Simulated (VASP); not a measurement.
Output of a VASP run:

OUTCAR:
```
 ion  position               nearest neighbor table
   1  0.000  0.000  0.000-   2 2.28   2 2.28   2 2.28   2 2.28   2 2.28   2 2.28
   2  0.500  0.500  0.500-   1 2.28   1 2.28   1 2.28   1 2.28   1 2.28   1 2.28
  LATTYP: Found a face centered cubic cell.
 ALAT       =     4.5567866980
 Subroutine PRICEL returns:
 Original cell was already a primitive cell.
 Subroutine GETGRP returns: Found 48 space group operations
The static configuration has the point symmetry O_h .
The dynamic configuration has the point symmetry O_h .
 Subroutine INISYM returns: Found 48 space group operations
 Subroutine IBZKPT returns following result:
 Found     47 irreducible k-points:

 Following reciprocal coordinates:
            Coordinates               Weight
  0.000000  0.000000  0.000000      1.000000
  0.100000  0.000000  0.000000      8.000000
  0.200000  0.000000  0.000000      8.000000
  0.300000  0.000000  0.000000      8.000000
  0.400000  0.000000  0.000000      8.000000
  0.500000  0.000000  0.000000      4.000000
  0.100000  0.100000  0.000000      6.000000
  0.200000  0.100000  0.000000     24.000000
  0.300000  0.100000  0.000000     24.000000
  0.400000  0.100000  0.000000     24.000000
  0.500000  0.100000  0.000000     24.000000
 -0.400000  0.100000  0.000000     24.000000
 -0.300000  0.100000  0.000000     24.000000
 -0.200000  0.100000  0.000000     24.000000
 -0.100000  0.100000  0.000000     12.000000
  0.200000  0.200000  0.000000      6.000000
  0.300000  0.200000  0.000000     24.000000
  0.400000  0.200000  0.000000     24.000000
  0.500000  0.200000  0.000000     24.000000
 -0.400000  0.200000  0.000000     24.000000
 -0.300000  0.200000  0.000000     24.000000
 -0.200000  0.200000  0.000000     12.000000
  0.300000  0.300000  0.000000      6.000000
  0.400000  0.300000  0.000000     24.000000
  0.500000  0.300000  0.000000     24.000000
 -0.400000  0.300000  0.000000     24.000000
 -0.300000  0.300000  0.000000     12.000000
  0.400000  0.400000  0.000000      6.000000
  0.500000  0.400000  0.000000     24.000000
 -0.400000  0.400000  0.000000     12.000000
  0.500000  0.500000  0.000000      3.000000
  0.300000  0.200000  0.100000     24.000000
  0.400000  0.200000  0.100000     48.000000
  0.500000  0.200000  0.100000     48.000000
 -0.400000  0.200000  0.100000     24.000000
  0.400000  0.300000  0.100000     24.000000
  0.500000  0.300000  0.100000     48.000000
 -0.400000  0.300000  0.100000     48.000000
 -0.300000  0.300000  0.100000     48.000000
 -0.200000  0.300000  0.100000     24.000000
   k-points           NKPTS =     47   k-points in BZ     NKDIM =     47   number of bands    NBANDS=     11
   number of dos      NEDOS =    301   number of ions     NIONS =      2
   total plane-waves  NPLWV =  21952
   dimension x,y,z NGX =    28 NGY =   28 NGZ =   28
   dimension x,y,z NGXF=    56 NGYF=   56 NGZF=   56
   ions per type =               1   1
   PREC   = accura    normal or accurate (medium, high low for compatibility)
   ISTART =      0    job   : 0-new  1-cont  2-samecut
   ICHARG =      2    charge: 1-file 2-atom 10-const
   ISPIN  =      1    spin polarized calculation?
   LNONCOLLINEAR =      F non collinear calculations
   LSORBIT =      F    spin-orbit coupling
   INIWAV =      1    electr: 0-lowe 1-rand  2-diag
   ENCUT  =  600.0 eV  44.10 Ry    6.64 a.u.   6.44  6.44  6.44*2*pi/ulx,y,z
   NELM   =    100;   NELMIN=  2; NELMDL= -5     # of ELM steps
   EDIFF  = 0.1E-06   stopping-criterion for ELM
   LREAL  =      F    real-space projection
   NLSPLINE    = F    spline interpolate recip. space projectors
   LMAXMIX     =    2 max onsite mixed and CHGCAR
   VOSKOWN=      0    Vosko Wilk Nusair interpolation
   EDIFFG = -.1E-01   stopping-criterion for IOM
   NSW    =     40    number of steps for IOM
   NBLOCK =      1;   KBLOCK =     40    inner block; outer block
   IBRION =      2    ionic relax: 0-MD 1-quasi-New 2-CG
...
```

OSZICAR:
```
       N       E                     dE             d eps       ncg     rms          rms(c)
DAV:   1     0.123388682064E+03    0.12339E+03   -0.89732E+03  1049   0.175E+03
DAV:   2    -0.301485191892E+01   -0.12640E+03   -0.11737E+03  1135   0.405E+02
DAV:   3    -0.936219330812E+01   -0.63473E+01   -0.63276E+01  1181   0.891E+01
DAV:   4    -0.942274023333E+01   -0.60547E-01   -0.60537E-01  1130   0.947E+00
DAV:   5    -0.942341337489E+01   -0.67314E-03   -0.67314E-03  1169   0.101E+00    0.542E+00
DAV:   6    -0.854282514039E+01    0.88059E+00   -0.37348E+00  1263   0.194E+01    0.181E+00
DAV:   7    -0.853289953521E+01    0.99256E-02   -0.29978E-02  1037   0.260E+00    0.104E+00
DAV:   8    -0.853398192700E+01   -0.10824E-02   -0.26852E-02  1037   0.401E+00    0.118E-01
DAV:   9    -0.853475220715E+01   -0.77028E-03   -0.36379E-03  1187   0.695E-01    0.794E-02
DAV:  10    -0.853468696419E+01    0.65243E-04   -0.47122E-04  1061   0.339E-01    0.121E-02
DAV:  11    -0.853468494077E+01    0.20234E-05   -0.14384E-05  1151   0.575E-02    0.206E-03
DAV:  12    -0.853468499605E+01   -0.55282E-07   -0.90231E-07  1058   0.128E-02
   1 F= -.77964825E+01 E0= -.77964825E+01  d E =-.779648E+01
```

**OUTCAR**
```
------------------------ aborting loop because EDIFF is reached ----------------------------------------
  FORCE on cell =-STRESS in cart. coord.  units (eV):
  Direction    XX          YY          ZZ          XY          YZ          ZX
  --------------------------------------------------------------------------------------
  Total        0.7374908      0.7374908      0.7374908     -0.0000000      0.0000000      0.0000000
  in kB       49.9517945     49.9517945     49.9517945     -0.0000000      0.0000000      0.0000000
  external PRESSURE =      -0.0482055 kB  Pullay stress =      50.0000000 kB
  volume of cell :       23.65
      direct lattice vectors                 reciprocal lattice vectors
     0.000000000  2.278393349  2.278393349    -0.219452888  0.219452888  0.219452888
     2.278393349  0.000000000  2.278393349     0.219452888 -0.219452888  0.219452888
     2.278393349  2.278393349  0.000000000     0.219452888  0.219452888 -0.219452888
  FREE ENERGIE OF THE ION-ELECTRON SYSTEM (eV)
  ---------------------------------------------------
  free  energy   TOTEN  =        -8.5346849961 eV

  energy  without entropy=       -8.5346849961  energy(sigma->0) =       -8.53468500
  enthalpy is  TOTEN    =        -7.7964824646 eV   P V=        0.7382025315

 reached required accuracy - stopping structural energy minimisation
```
(Selected blocks of OUTCAR.)

File POSCAR:
```
NaF
1
    0.0000000000     2.2783933490     2.2783933490
    2.2783933490     0.0000000000     2.2783933490
    2.2783933490     2.2783933490     0.0000000000
Na F
1 1
Direct
  0.0000000000   0.0000000000   0.0000000000
  0.5000000000   0.5000000000   0.5000000000
```

Question: Write an INCAR and KPOINTS that could have produced this output.

Answer: Several could match; the one computed here: the input of the run itself, PBE GGA, plane waves, VASP's PBE PAW potentials (set 64).

File KPOINTS:
```
Automatic mesh
0
Gamma
10 10 10
0 0 0
```

**INCAR**
```
! general
SYSTEM  = NaF
PREC    = Accurate
ENCUT   = 600
LREAL   = .FALSE.
LASPH   = .TRUE.   ! aspherical one-centre terms

! electronic loop
EDIFF   = 1E-7   ! SCF stop (eV)
NELM    = 100   ! most electronic steps
ALGO    = Normal   ! blocked Davidson

! smearing
ISMEAR  = 0
SIGMA   = 0.05   ! width (eV)

! functional
GGA     = PE

! ions
IBRION  = 2   ! conjugate gradients
NSW     = 40   ! most ionic steps
ISIF    = 3   ! ions, shape and volume
EDIFFG  = -0.01   ! ionic stop
PSTRESS = 50

! output
LWAVE   = .FALSE.
LCHARG  = .FALSE.
```

POTCAR, in this order: Na_pv F (PBE.64 set). Program: vasp_std.

The compound is NaF in the rock salt structure. It was relaxed first under an external pressure of 5 GPa.
